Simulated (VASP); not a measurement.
Here is the system:

```yaml
crystal:
  lattice:
    - [0.00000, 2.31500, 2.31500]
    - [2.31500, 0.00000, 2.31500]
    - [2.31500, 2.31500, 0.00000]
  atoms:
    - { symbol: Na, position: [0.00000, 0.00000, 0.00000] }
    - { symbol: F, position: [0.50000, 0.50000, 0.50000] }
```

Method: PBE GGA, VASP's PBE PAW potentials (set 64) (plane waves; VASP). Numerical set-up: 520 eV cut-off, 7×7×7 Γ-centred mesh, Gaussian smearing of 0.050 eV, potentials Na_pv F.

### Question
Give the stress tensor in GPa (positive for a compressed cell).

### Answer

```
2.15  0.00  0.00
0.00  2.15  0.00
0.00  0.00  2.15
```
The pressure is its mean diagonal, 2.15 GPa.

The compound is NaF in the rock salt structure. The cell was not relaxed at this level.
